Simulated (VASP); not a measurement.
```yaml
crystal:
  lattice:
    - [2.84403, 0.00000, 0.00000]
    - [0.00000, 2.84403, 0.00000]
    - [0.00000, 0.00000, 4.09952]
  atoms:
    - { symbol: Ti, position: [0.00000, 0.00000, 0.00000] }
    - { symbol: Al, position: [0.50000, 0.50000, 0.50000] }
```

These are PBE GGA with D3 dispersion (zero damping), VASP's PBE PAW potentials (set 64) (plane waves; VASP) values and carry that method's errors. Numerical set-up: 520 eV cut-off, 13×13×9 Γ-centred mesh, first-order Methfessel-Paxton smearing of 0.10 eV, potentials Ti_sv Al.

Problem. Give the stress tensor in GPa (positive for a compressed cell).

Solution. 
```
-6.15   0.00   0.00
 0.00  -6.15   0.00
 0.00   0.00  -6.09
```
The pressure is its mean diagonal, -6.13 GPa.

The compound is TiAl in the L1_0 structure. This cell is one point of a volume scan, at 1.06 of the reference volume. The electron count is odd and the run is not spin-polarised, which forces a metal.
